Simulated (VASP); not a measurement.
## SnGe (relaxed from the PtS structure, space group P4_2/mmc): computed properties

Level of theory: PBEsol GGA, VASP's PBE PAW potentials (set 64) (plane waves; VASP).

For SnGe, the space group comes out as P4_2/mmc (131) and the cell comes out as a = b = 3.8827 Å, c = 7.4565 Å, α = β = γ = 90.00°. The volume per atom comes out as 28.10 Å³/atom. The band gap (over mesh and band path) is none (metal, semimetal or under 0.01 eV) and the density is 5.65 g/cm³.

SnGe is taken in the tetragonal space group P4₂/mmc (No. 131), Pearson symbol tP4. Conventional cell: a = 3.8827 Å, b = 3.8827 Å, c = 7.4565 Å, α = 90.00°, β = 90.00°, γ = 90.00°. Sn on 2c is surrounded by 4 Ge at 2.691 Å (square planar). Ge on 2e is surrounded by 4 Sn at 2.691 Å. (Neighbours: up to the widest gap in distance over summed covalent radii, below 1.35, at either atom; cation-cation and far metal-metal contacts left out.)

Unless said otherwise, spin-orbit coupling is left out, though it shifts the bands of the heavy elements here.

The structure was generated: SnGe was put into the PtS type (P4_2/mmc), which need not be its known phase. It was relaxed first. Symmetry was kept, so distortions that lower it aren't found.
